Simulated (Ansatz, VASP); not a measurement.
# MgB in two plane-wave programs

Aim: how closely do two programs agree when they are given the same cell, functional and k mesh? The cell is invented: As first built, before any earlier steps moved the atoms (in the runner's words): it takes the MgAl structure with some of its atoms replaced by other elements, volume scaled by an estimate. It may not be a known or stable phase. The cell is taken from a series of VASP runs on this material, whose earlier steps may have relaxed, scaled or displaced it; both programs get it as it stands.

Main program and level: Ansatz 0.2.0; plane waves, with VASP 6.6.1 beside it; band structure at HSE06.

### 1. The structure

It takes space group Pm-3m (No. 221, cubic). Conventional cell: a = 2.894 Å, b = 2.894 Å, c = 2.894 Å, α = 90.00°, β = 90.00°, γ = 90.00°. Nearest to Mg lie 8 B at 2.51 Å. B has 8 Mg at 2.51 Å nearest. As first built, before any earlier steps moved the atoms (in the runner's words): sites of the MgAl structure (space group 123) filled with other elements, volume scaled by an estimate. Farther neighbours are not listed.

As a file:

```cif
data_structure
_symmetry_space_group_name_H-M 'Pm-3m'
_symmetry_Int_Tables_number 221
_cell_length_a 2.8942
_cell_length_b 2.8942
_cell_length_c 2.8942
_cell_angle_alpha 90.000
_cell_angle_beta 90.000
_cell_angle_gamma 90.000
_cell_volume 24.24
loop_
_atom_site_label
_atom_site_type_symbol
_atom_site_symmetry_multiplicity
_atom_site_Wyckoff_symbol
_atom_site_fract_x
_atom_site_fract_y
_atom_site_fract_z
_atom_site_occupancy
Mg1 Mg 1 b 0.50000 0.50000 0.50000 1
B1 B 1 a 0.00000 0.00000 0.00000 1
```

### 2. VASP: band structure, HSE06

A single point gives forces, pressure and levels at one fixed geometry, so differences don't come from the geometry; what else differs is listed under the comparison.

Lines of VASP's logs that name or quote its potential files are left out, and so is its time.

The run reads the wave functions of an earlier VASP run, which isn't shown here.

INCAR reads:

```
SYSTEM = MgB
PREC = Accurate
ENCUT = 420
EDIFF = 1E-06
NELM = 100
ISMEAR = 0
SIGMA = 0.02
LREAL = .FALSE.
ALGO = Normal
LHFCALC = .TRUE.
AEXX = 0.25
GGA = PE
HFSCREEN = 0.2
LASPH = .TRUE.
PRECFOCK = Fast
LORBIT = 11
LWAVE = .FALSE.
LCHARG = .FALSE.
KPAR = 4
```

POSCAR reads:

```
MgB
1.0
    2.8941936783      0.0000000000      0.0000000000
    0.0000000000      2.8941936783      0.0000000000
    0.0000000000      0.0000000000      2.8941936783
Mg B
1 1
Direct
    0.5000000000      0.5000000000      0.5000000000
    0.0000000000      0.0000000000      0.0000000000
```

KPOINTS reads:

```
Automatic mesh
0
Gamma
5 5 5
0 0 0
```

KPOINTS_OPT reads:

```
Line mode
10
Line-mode
Reciprocal
  0.00000000   0.00000000   0.00000000 GAMMA
  0.00000000   0.50000000   0.00000000 X

  0.00000000   0.50000000   0.00000000 X
  0.50000000   0.50000000   0.00000000 M

  0.50000000   0.50000000   0.00000000 M
  0.00000000   0.00000000   0.00000000 GAMMA

  0.00000000   0.00000000   0.00000000 GAMMA
  0.50000000   0.50000000   0.50000000 R

  0.50000000   0.50000000   0.50000000 R
  0.00000000   0.50000000   0.00000000 X

  0.50000000   0.50000000   0.00000000 M
  0.50000000   0.50000000   0.50000000 R
```

PAW data sets: Mg and B (PBE family, release 64).

On the command line:

```console
mpirun -np 4 vasp_std
```

Numbers of over 12 decimals in the logs are rounded to 6 here.

The log of the run:

```text
[banner, memory and clock lines left out]
running    4 mpi-ranks, on    1 nodes
 distrk:  each k-point on    1 cores,    4 groups
 distr:  one band on    1 cores,    1 groups

 POSCAR found type information on POSCAR MgB
 POSCAR found :  2 types and       2 ions
 LDA part: xc-table for (Slater+PW92), standard interpolation
 found WAVECAR, reading the header
 POSCAR, INCAR and KPOINTS ok, starting setup
 FFT: planning ... GRIDC
 FFT: planning ... GRID_SOFT
 FFT: planning ... GRID
 reading WAVECAR
 the WAVECAR file was read successfully
 initial charge from wavefunction
 entering main loop
       N       E                     dE             d eps       ncg     rms          rms(c)
DAV:   1    -0.706871738746E+01   -0.70687E+01   -0.22283E-01   120   0.398E+00    0.293E-01
DAV:   2    -0.706789936586E+01    0.81802E-03   -0.25305E-03   144   0.459E-01    0.169E-01
DAV:   3    -0.706713224716E+01    0.76712E-03   -0.14216E-03   126   0.243E-01    0.812E-02
DAV:   4    -0.706702766903E+01    0.10458E-03   -0.40438E-04   120   0.130E-01    0.387E-02
DAV:   5    -0.706701352097E+01    0.14148E-04   -0.60420E-05   150   0.516E-02    0.203E-02
DAV:   6    -0.706700821678E+01    0.53042E-05   -0.57200E-06   168   0.177E-02    0.115E-02
DAV:   7    -0.706700544350E+01    0.27733E-05   -0.63598E-07   126   0.695E-03    0.677E-03
DAV:   8    -0.706700487265E+01    0.57085E-06   -0.20784E-07   102   0.393E-03
   1 F= -.70670049E+01 E0= -.70665389E+01  d E =-.931948E-03
 Start KPOINTS_OPT (optional k-point list driver)
k-point batch [1-10\60]
       N       E                     dE             ncg
DAV:   1     0.371531223307E+02   -0.47507E+03      120
DAV:   2    -0.321207625565E+02   -0.69274E+02      186
DAV:   3    -0.360971469002E+02   -0.39764E+01      162
DAV:   4    -0.361231117204E+02   -0.25965E-01      174
DAV:   5    -0.361232534928E+02   -0.14177E-03      174
DAV:   6    -0.361232551062E+02   -0.16134E-05      150
DAV:   7    -0.361232552039E+02   -0.97679E-07      162
[...]
k-point batch [51-60\60]
       N       E                     dE             ncg
DAV:   1     0.896263196890E+02   -0.20142E+04      126
DAV:   2     0.483286144614E+02   -0.41298E+02      126
DAV:   3     0.461087165926E+02   -0.22199E+01      144
DAV:   4     0.460826147878E+02   -0.26102E-01      156
DAV:   5     0.460823005734E+02   -0.31421E-03      138
DAV:   6     0.460822951885E+02   -0.53850E-05      132
DAV:   7     0.460822949235E+02   -0.26496E-06      126
```

OUTCAR, selected parts (step 2):

```text
ion  position               nearest neighbor table
   1  0.500  0.500  0.500-   2 2.51   2 2.51   2 2.51   2 2.51   2 2.51   2 2.51   2 2.51   2 2.51

  LATTYP: Found a simple cubic cell.
 ALAT       =     2.8941936783

 Subroutine GETGRP returns: Found 48 space group operations
 (whereof 48 operations were pure point group operations)

The static configuration has the point symmetry O_h .

 Found     10 irreducible k-points:

   k-points           NKPTS =     10   k-points in BZ     NKDIM =    125   number of bands    NBANDS=      6

   dimension x,y,z NGX =    20 NGY =   20 NGZ =   20
   dimension x,y,z NGXF=    40 NGYF=   40 NGZF=   40

   ENCUT  =  420.0 eV  30.87 Ry    5.56 a.u.   4.84  4.84  4.84*2*pi/ulx,y,z

   NELECT =       5.0000    total number of electrons

 k-points in reciprocal lattice and weights: Automatic mesh
   0.00000000  0.00000000  0.00000000       0.008
   0.20000000  0.00000000  0.00000000       0.048
   0.40000000  0.00000000  0.00000000       0.048
   0.20000000  0.20000000  0.00000000       0.096
   0.40000000  0.20000000  0.00000000       0.192
   0.40000000  0.40000000  0.00000000       0.096
   0.20000000  0.20000000  0.20000000       0.064
   0.40000000  0.20000000  0.20000000       0.192
   0.40000000  0.40000000  0.20000000       0.192
   0.40000000  0.40000000  0.40000000       0.064

  exchange ACFDT corr.  =         0.00000000  see jH, gK, PRB 81, 115126

 average (electrostatic) potential at core
       1 -32.0584       2 -25.7763

 E-fermi :   4.6706

 k-point     1 :       0.0000    0.0000    0.0000
  band No.  band energies     occupation
      1      -7.8360      2.00000
      2       7.5763      0.00000
      3       7.5763      0.00000
      4       7.5763      0.00000
      5      12.1106      0.00000
      6      12.1106      0.00000

 k-point     2 :       0.2000    0.0000    0.0000
  band No.  band energies     occupation
      1      -7.1374      2.00000
      2       3.6175      2.00000
      3       7.9961      0.00000
      4       7.9961      0.00000
      5      12.8783      0.00000
      6      14.2233      0.00000

 k-point     3 :       0.4000    0.0000    0.0000
  band No.  band energies     occupation
      1      -5.1857      2.00000
      2      -0.9167      2.00000
      3       8.8306      0.00000
      4       8.8306      0.00000
      5      15.1116      0.00000
      6      15.6483      0.00000

  energy-cutoff  :      420.00
  volume of cell :       24.24
      direct lattice vectors                 reciprocal lattice vectors
     2.894193678  0.000000000  0.000000000     0.345519378  0.000000000  0.000000000
     0.000000000  2.894193678  0.000000000     0.000000000  0.345519378  0.000000000
     0.000000000  0.000000000  2.894193678     0.000000000  0.000000000  0.345519378

 POSITION                                       TOTAL-FORCE (eV/Angst)
 -----------------------------------------------------------------------------------
      1.44710      1.44710      1.44710         0.000000      0.000000      0.000000
      0.00000      0.00000      0.00000         0.000000      0.000000      0.000000
 -----------------------------------------------------------------------------------
    total drift:                                0.000000     -0.000000      0.000000

  FREE ENERGIE OF THE ION-ELECTRON SYSTEM (eV)
  ---------------------------------------------------
  free  energy   TOTEN  =        -7.0670048727 eV

  energy  without entropy=       -7.0660729245  energy(sigma->0) =       -7.06653890

 total charge
# of ion       s       p       d       tot
------------------------------------------
    1        0.172   0.190   0.050   0.411
    2        0.758   0.824   0.000   1.582
--------------------------------------------------
tot          0.930   1.013   0.050   1.993

[... 3 further parts left out ...]
```

The k-mesh is coarse for exact exchange; levels may shift by about 0.1 eV on a finer one.

[end of part 1 of 2]

[Lines on the potential files, build, host, timing and source positions are cut from VASP's logs without a mark.]

[Logs are printed without paths, hosts, clocks, repeated set-up lines and the standing remarks that a program may print on its own settings, such as how far it seeks lower states.]

[Hosts, paths, dates, database ids (printed as entryN), source tags and the programs' standing remarks are cut or masked in the printed files.]
